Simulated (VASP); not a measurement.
# HfIn4SiO6 under changes of volume

One of the cells (20.898 Å³/atom); the others are scaled copies at fixed shape and fractional positions:

```xyz
12
Lattice="5.3669 0.0160 -0.0487 -2.5964 4.9143 -0.0193 -1.5282 -1.2303 9.5179" Properties=species:S:1:pos:R:3 pbc="T T T"
Hf    0.4820   -0.1513    3.8208
In   -2.0416    1.7558    8.2660
In    0.4065    3.1284    3.2805
In    2.0780    1.3993    1.1173
In    2.8738    1.2136    5.3191
Si    2.2106    4.6250    0.2979
O    -0.3822    1.3989    4.6305
O     2.3431    3.2918    4.5818
O     1.3410    1.9427    9.3299
O     4.9826   -0.2338    1.9857
O    -1.2911   -0.2006    9.3040
O     0.5822    4.6616   -0.0416
```

The cell was built by a generator and needn't be a form met in nature.

```yaml
Program: VASP 6.6.1
Functional: PBE
Potentials_or_basis: VASP PAW PBE potentials, release 64 (Hf_pv, In_d, Si, O)
Cutoff: 520 eV
k_mesh: 6 × 6 × 3
Occupations: fermi-dirac, width 0.05 eV
Spin: no spin polarisation
```

| volume (Å³/atom) | energy over the lowest point (meV/atom) | pressure (GPa) | gap on the mesh (eV) | largest force (eV/Å) |
| --- | --- | --- | --- | --- |
| 19.259 | 19.44 | 5.8 | 1.15 | 1.238 |
| 19.669 | 7.09 | 3.6 | 1.13 | 0.745 |
| 20.079 | 0.08 | 1.6 | 1.12 | 0.354 |
| 20.898 | 0.00 | -1.7 | 1.09 | 0.560 |
| 21.308 | 5.99 | -3.2 | 1.08 | 0.940 |
| 21.718 | ? | ? | ? | ? |

Task: What does the run at 21.718 Å³/atom give?

Result: Energy over the lowest point 15.47 meV/atom; pressure -4.5 GPa; gap on the mesh 1.07 eV; largest force 1.297 eV/Å.

Worked out: A Birch-Murnaghan fit of order 3 (a polynomial in V^(-2/3)) to the other rows has its minimum at 20.49 Å³/atom with B0 = V·E''(V) = 84 GPa and B' = 4.3 at fixed shape and positions, which overstates the stiffness. It gives 15.47 meV/atom at 21.718 Å³/atom, against the run's 15.47, and -dE/dV = -4.3 GPa, against -4.5. A straight line through the other rows of the gap, of slope -0.686 eV per unit of ln V, extrapolates to 1.07 eV, against the run's 1.07.

Energies are extrapolated to zero smearing.

Caveats: spin-orbit coupling is left out, which moves the levels of the heavy elements; an odd mesh through Γ misses points on the zone boundary, where band edges often lie; forces of over 1 eV/Å show positions far from the minimum, so gaps and moduli don't describe the material at rest (some runs).
